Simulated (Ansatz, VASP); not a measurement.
# One calculation of TaW, two programs

INCAR

```
PREC = Accurate ; ENCUT = 520
EDIFF = 1E-7 ; ISMEAR = -1
SIGMA = 0.1 ; LREAL = False
LASPH = True ; NELM = 100
ALGO = Fast ; ISIF = 2
LWAVE = False ; LCHARG = False
GGA = CA ; NBANDS = 20
```

KPOINTS

```
regular mesh
0
Gamma
  11 11 7
```

POSCAR

```
TaW
1.0
    1.5867655951     -2.2679153259      0.0000000000
    1.5867655951      2.2679153259      0.0000000000
    0.0000000000      0.0000000000      4.4447493282
Ta W
1 1
Direct
    0.0000000000      0.0000000000      0.0000000000
    0.5000000000      0.5000000000      0.5000000000
```

Input for Ansatz:

```yaml
crystal:
  lattice:
    - [1.5867655951382267, -2.2679153259273375, 0.0]
    - [1.5867655951382267, 2.2679153259273375, 0.0]
    - [0.0, 0.0, 4.444749328168188]
  atoms:
    - { symbol: Ta, position: [0.0, 0.0, 0.0] }
    - { symbol: W, position: [0.5, 0.5, 0.5] }
basis:
  ecutwfc: 489.804952427784
kpoints:
  mp_grid:
    grid: [11, 11, 7]
hamiltonian:
  xc: lda
  pseudopotentials:
    kind: paw
scf:
  max_iter: 70
  occupations:
    method: fermi_dirac
    width: 0.1
output:
  stress: true
```

The cell comes from a database or a generator and needn't be the stable form of this composition.

Alike in both runs: task single point; functional LDA; k mesh 11 × 11 × 7; occupations fermi-dirac, width 0.1 eV; no spin polarisation.

|  | VASP | Ansatz |
| --- | --- | --- |
| version | VASP 6.6.1 | Ansatz 0.2.0 |
| potentials or method | VASP PAW LDA potentials, release 64 (Ta_pv, W_sv) | plane waves, PAW |
| plane-wave cutoff (eV) | 520 | 490 |
| valence electrons in the cell | 25 | 27 |

VASP gave:

```
pressure (GPa)                                  : 4.1
largest component of the traceless stress (GPa) : 1.02
```

Task: Estimate Ansatz's values.

Result: Pressure (GPa): 2.6; largest component of the traceless stress (GPa): 0.94.

The two sets of potentials don't hold the same shells in valence.

Spin-orbit coupling is left out, which matters for the levels of Ta, W.
